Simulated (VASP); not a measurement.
Crystal: OsO.

```
CELL_PARAMETERS angstrom
3.32112 0.00000 0.00000
-1.66056 2.87617 0.00000
0.00000 0.00000 4.65903
ATOMIC_POSITIONS crystal
Os 0.00000 0.00000 0.50000
O 0.00000 0.00000 0.00000
```

The cell was built by a generator and needn't be a form met in nature.

| Quantity | Value |
| --- | --- |
| Program | VASP 6.6.1 |
| Task | relaxation of cell and atoms |
| Functional | LDA |
| Potentials or basis | VASP PAW LDA potentials, release 64 (Os, O) |
| Cutoff | 600 eV |
| k mesh | 9 × 9 × 6 |
| Occupations | gaussian, width 0.05 eV |
| Spin | no spin polarisation |

At the start: pressure -45.4 GPa; volume 22.25 Å³/atom.

Q: Where does the relaxation end?

A: Over 14 steps the energy falls by 3106.5 meV/atom and the volume is 11.82 Å³/atom (-46.9 %); space group P6/mmm (No. 191, to 0.05 Å).

Step by step:
```csv
step,energy change (eV),largest force (eV/Å),pressure (GPa),volume (Å³)
1,0.0000,0.0000,-45.36,44.50
2,132.6335,0.0000,2272.76,13.16
3,-1.0268,0.0000,-48.14,41.98
4,-1.8020,0.0000,-49.64,40.17
5,-2.4042,0.0000,102.11,24.93
6,-4.1927,0.0000,-45.89,34.56
7,-5.2903,0.0000,-11.78,29.55
8,-5.2970,0.0000,-15.65,29.86
9,-6.1839,0.0000,9.70,22.67
10,-6.2112,0.0000,2.91,23.42
11,-6.2123,0.0000,0.92,23.68
12,-6.2123,0.0000,1.84,23.56
13,-6.2017,0.0000,-6.53,23.95
14,-6.2131,0.0000,0.09,23.64
```

Final structure:
```cif
data_structure
_symmetry_space_group_name_H-M 'P 1'
_symmetry_Int_Tables_number 1
_cell_length_a 2.7321
_cell_length_b 2.7321
_cell_length_c 3.6568
_cell_angle_alpha 90.000
_cell_angle_beta 90.000
_cell_angle_gamma 120.000
_cell_volume 23.64
loop_
_atom_site_label
_atom_site_type_symbol
_atom_site_fract_x
_atom_site_fract_y
_atom_site_fract_z
_atom_site_occupancy
Os1 Os 0.00000 0.00000 0.50000 1
O1 O 0.00000 0.00000 0.00000 1
```

Caveat: the volume moved by over 15 % at a fixed basis, so the end points are rough.
